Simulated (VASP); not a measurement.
Here is a VASP 6.6.1 calculation.

INCAR

```
SYSTEM = ZnH16Cl2O8
PREC     = Accurate       ! precision mode
ENCUT    = 520            ! plane-wave cutoff, eV
EDIFF    = 1E-7           ! SCF threshold, eV
ISMEAR   = -1             ! smearing method
SIGMA    = 0.02           ! smearing width, eV
LREAL    = Auto         
LASPH    = .TRUE.         ! aspherical terms in the spheres
NELM     = 80             ! most SCF steps
ALGO     = Normal         ! electronic algorithm
ISIF     = 2              ! what is computed and relaxed
LWAVE    = .FALSE.        ! write WAVECAR
LCHARG   = .FALSE.        ! write CHGCAR
GGA      = PE             ! functional
NBANDS   = 64             ! bands
```

The input KPOINTS:

```
Automatic mesh
0
G
  1 1 1
  0 0 0
```

The input POSCAR:

```
ZnH16Cl2O8
1.0
    6.9561890000      0.0000000000      0.0000000000
    0.0000000000      6.9561890000      0.0000000000
    0.0000000000      0.0000000000      6.9561890000
O H Zn Cl
8 16 1 2
Direct
    0.2357900281      0.8568484841      0.1694462298
    0.5592717507      0.9623516555      0.4800760876
    0.3737535021      0.4963924931      0.8946565425
    1.0355382811      0.3190827621      0.0217791667
    0.8790014187      0.6565376530      0.9012549832
    0.7022379639      0.4771290717      0.5923933349
    0.3028526108      0.4716950618      0.3820051468
    0.8756806349      0.7593669465      0.3520605895
    0.2235994450      0.7588637974      0.2883762934
    0.1132372913      0.9353828655      0.1655360428
    0.6844121113      1.0361420600      0.4495133758
    0.4942505156      1.0385427998      0.5705710411
    0.3940663487      0.4998139067      0.7561755438
    0.4222283207      0.3377711560      0.9119073677
    1.0310961936      0.2687534798      0.1632934355
    0.8974022989      0.2932209001     -0.0358529649
    0.8110044164      0.7767471528      0.8788289105
    0.7724919493      0.5359543854      0.8837885227
    0.5820859669      0.5494244047      0.5650507771
    0.6759448313      0.3216560102      0.5848173475
    0.2226362740      0.3332571901      0.4382572124
    0.4151986095      0.4323056777      0.3512986781
    0.8595798648      0.8696284704      0.4518853642
    0.8266020374      0.6503273560      0.4000466347
    0.1264341725      0.5932415005      0.9876097386
    0.6541225375      0.1644147392      0.8817327994
    0.9897660917      0.1453957045      0.4243846738
```

Potentials or basis: VASP PAW PBE potentials, release 64 (O, H, Zn, Cl).

Launch:

```sh
$ cat potpaw_PBE.64/O/POTCAR potpaw_PBE.64/H/POTCAR potpaw_PBE.64/Zn/POTCAR potpaw_PBE.64/Cl/POTCAR > POTCAR
$ mpirun -np 1 vasp_gam > vasp.out
```

(1) What does it give for the pressure?

(2) Predict the largest force.

## Answers

(1) -1.6 GPa.

(2) 10.675 eV/Å.
